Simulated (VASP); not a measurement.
Data:

```
Ir
1.0
    0.00000     2.75165     2.75165
    2.75165     0.00000     2.75165
    2.75165     2.75165     0.00000
Ir
2
Cartesian
  4.12747   4.12747   4.12747
  2.75165   2.75165   2.75165
```

Level of theory: PBEsol GGA, VASP's PBE PAW potentials (set 64) (plane waves; VASP). Settings: 400 eV cut-off, Gaussian smearing of 0.050 eV, potentials Ir.

### Question
Give the energies of bands 1 to 12 at the high-symmetry points, in eV from the Fermi level.

### Answer

```json
[
 {"band": "1", "Γ": "-8.29", "X": "-5.86", "U": "-6.15", "L": "-6.02", "W": "-6.04"},
 {"band": "2", "Γ": "-5.29", "X": "-5.86", "U": "-5.54", "L": "-5.20", "W": "-6.04"},
 {"band": "3", "Γ": "-5.29", "X": "-5.06", "U": "-5.30", "L": "-5.09", "W": "-4.89"},
 {"band": "4", "Γ": "-4.86", "X": "-5.06", "U": "-4.96", "L": "-5.09", "W": "-4.89"},
 {"band": "5", "Γ": "-4.86", "X": "-3.81", "U": "-4.09", "L": "-4.91", "W": "-3.32"},
 {"band": "6", "Γ": "-4.86", "X": "-3.81", "U": "-2.97", "L": "-4.91", "W": "-3.32"},
 {"band": "7", "Γ": "-1.84", "X": "-2.58", "U": "-2.87", "L": "-2.12", "W": "-3.04"},
 {"band": "8", "Γ": "-1.84", "X": "-2.58", "U": "-2.62", "L": "-1.04", "W": "-3.04"},
 {"band": "9", "Γ": "-1.84", "X": "0.60", "U": "0.83", "L": "-1.04", "W": "1.11"},
 {"band": "10", "Γ": "0.85", "X": "0.60", "U": "0.98", "L": "0.26", "W": "1.11"},
 {"band": "11", "Γ": "0.85", "X": "2.01", "U": "1.06", "L": "0.26", "W": "1.60"},
 {"band": "12", "Γ": "10.90", "X": "2.01", "U": "1.44", "L": "1.48", "W": "1.60"}
]
```

It has no gap at this level: it comes out as a metal or semimetal.

The structure was generated: Ir was put into the diamond type (Fd-3m), which need not be its known phase. It was relaxed first, which changed the volume by +12 %.
